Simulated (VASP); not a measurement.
Here is a VASP 6.6.1 calculation.

File INCAR:

```
PREC     = Accurate       # precision mode
ENCUT    = 520            # plane-wave cutoff, eV
EDIFF    = 1E-6           # SCF threshold, eV
ISMEAR   = -1             # smearing method
SIGMA    = 0.05           # smearing width, eV
LREAL    = F              # projectors in reciprocal space
LASPH    = T              # aspherical terms in the spheres
NELM     = 120            # most SCF steps
ALGO     = Normal         # electronic algorithm
ISIF     = 2              # what is computed and relaxed
LWAVE    = F              # write WAVECAR
LCHARG   = T              # write CHGCAR
ISPIN    = 2              # spin polarisation
MAGMOM   = 0 0 2 2 2 0 0 0 0 0 0 0 0 0 0 0 0 0 0 0 0 0 # initial moments
LORBIT   = 11             # projections on sites
LMAXMIX  = 4              # l up to which the mixer works
GGA      = PE             # functional
LVHAR    = T            
KPAR     = 4
```

The input KPOINTS:

```
Automatic mesh
0
Gamma
  4 4 4
```

The input POSCAR:

```
Ba2Tl5V3O12
1.0
    8.1542100000      0.0000000000      0.0000000000
   -4.0771100000      7.0617600000      0.0000000000
    0.0000000000      0.0000000000      6.9212800000
Ba V Tl O
2 3 5 12
Direct
    0.0000000000      0.0000000000      0.2355200000
    0.0000000000      0.0000000000      0.7644800000
    0.5000000000      0.0000000000      0.0000000000
    0.0000000000      0.5000000000      0.0000000000
    0.5000000000      0.5000000000      0.0000000000
    0.5000000000      0.0000000000      0.5000000000
    0.0000000000      0.5000000000      0.5000000000
    0.5000000000      0.5000000000      0.5000000000
    0.3333300000      0.6666700000      0.2248900000
    0.6666700000      0.3333300000      0.7751100000
    0.3389000000      0.3433400000      0.8144400000
    0.6566600000      0.9955600000      0.8144400000
    0.0044400000      0.6611000000      0.8144400000
    0.3433400000      0.3389000000      0.1855600000
    0.9955600000      0.6566600000      0.1855600000
    0.6611000000      0.0044400000      0.1855600000
    0.6611000000      0.6566600000      0.1855600000
    0.3433400000      0.0044400000      0.1855600000
    0.9955600000      0.3389000000      0.1855600000
    0.6566600000      0.6611000000      0.8144400000
    0.0044400000      0.3433400000      0.8144400000
    0.3389000000      0.9955600000      0.8144400000
```

Potentials or basis: VASP PAW PBE potentials, release 64 (Ba_sv, V_sv, Tl_d, O).

Command:

```sh
$ cat potpaw_PBE.64/Ba_sv/POTCAR potpaw_PBE.64/V_sv/POTCAR potpaw_PBE.64/Tl_d/POTCAR potpaw_PBE.64/O/POTCAR > POTCAR
$ mpirun -np 4 vasp_std > vasp.out
```

**Question.** Estimate the largest force.

**Answer.** 0.109 eV/Å.

**Question.** What does it give for the band gap on the k mesh?

**Answer.** None (metal or under the smearing width).

Forces in eV/Å, atoms in the order of the input:
```
Ba   0.000  0.000  0.109
Ba   0.000  0.000 -0.109
V    0.000  0.000  0.000
V    0.000  0.000  0.000
V    0.000  0.000  0.000
Tl   0.000  0.000  0.000
Tl   0.000  0.000  0.000
Tl   0.000  0.000  0.000
Tl   0.000  0.000 -0.009
Tl   0.000  0.000  0.009
O    0.029 -0.005 -0.021
O   -0.010  0.027 -0.021
O   -0.019 -0.023 -0.021
O   -0.019  0.023  0.021
O    0.029  0.005  0.021
O   -0.010 -0.027  0.021
O   -0.029  0.005  0.021
O    0.010 -0.027  0.021
O    0.019  0.023  0.021
O    0.019 -0.023 -0.021
O   -0.029 -0.005 -0.021
O    0.010  0.027 -0.021
```

Caveat: semilocal functionals often make such compounds metallic where correlation or magnetic order opens a gap, which also shifts bond lengths. With open d or f shells a metallic result of PBE can be an artefact of self-interaction; +U or a hybrid may open a gap.
